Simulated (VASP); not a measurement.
Input:

```xyz
8
Lattice="1.6773 -2.9052 0.0000 1.6773 2.9052 0.0000 0.0000 0.0000 10.9976" Properties=species:S:1:pos:R:3 pbc="T T T"
In     1.6773    -0.9684     2.8678
In     1.6773     0.9684    10.8941
N      1.6773    -0.9684     5.0418
N      1.6773     0.9684     2.0395
N      1.6773    -0.9684    10.0809
N      1.6773     0.9684     7.5733
Ga     1.6773    -0.9684     8.1572
Ga     1.6773     0.9684     5.6279
```

Method: PBEsol GGA, VASP's PBE PAW potentials (set 64) (plane waves; VASP 6.6.1). Numerical set-up: 520 eV cut-off, 9×9×3 Γ-centred mesh, tetrahedra with Blöchl corrections, potentials In_d N Ga_d.

The cores are frozen, which limits the accuracy of field gradients.

Task: Give the principal components of the electric field gradient (V/Å²) and the asymmetry η at each nucleus.

Result: 
| atom | Vxx | Vyy | Vzz | η |
|---|---|---|---|---|
| In1 | -10.2 | -10.2 | 20.3 | 0.00 |
| In2 | -15.8 | -15.8 | 31.6 | 0.00 |
| N3 | 3.1 | 3.1 | -6.2 | 0.00 |
| N4 | -9.3 | -9.3 | 18.7 | 0.00 |
| N5 | -7.1 | -7.1 | 14.1 | 0.00 |
| N6 | 5.5 | 5.5 | -11.1 | 0.00 |
| Ga7 | 11.6 | 11.6 | -23.2 | 0.00 |
| Ga8 | 14.9 | 14.9 | -29.9 | 0.00 |

The structure was generated: Ga2In2N4 was put into an ordered model structure (P3m1), which need not be its known phase. It was relaxed first.
